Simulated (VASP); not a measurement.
Consider the following.

```
CELL_PARAMETERS angstrom
      1.91000    -3.30822     0.00000
      1.91000     3.30822     0.00000
      0.00000     0.00000     6.26000
ATOMIC_POSITIONS crystal
  Zn 0.66667 0.33333 0.50000
  Zn 0.33333 0.66667 0.00000
  S  0.66667 0.33333 0.87500
  S  0.33333 0.66667 0.37500
```

Method: PBE GGA, VASP's PBE PAW potentials (set 64) (plane waves; VASP). Run with 400 eV cut-off, 5×5×3 Γ-centred mesh, Gaussian smearing of 0.050 eV, potentials Zn S.

Question: Give the stress tensor in GPa (positive for a compressed cell).

Answer: 
```
1.47  0.00  0.00
0.00  1.47  0.00
0.00  0.00  1.38
```
The pressure is its mean diagonal, 1.44 GPa.

The compound is ZnS in the wurtzite structure, the high-temperature form. The cell was not relaxed at this level.
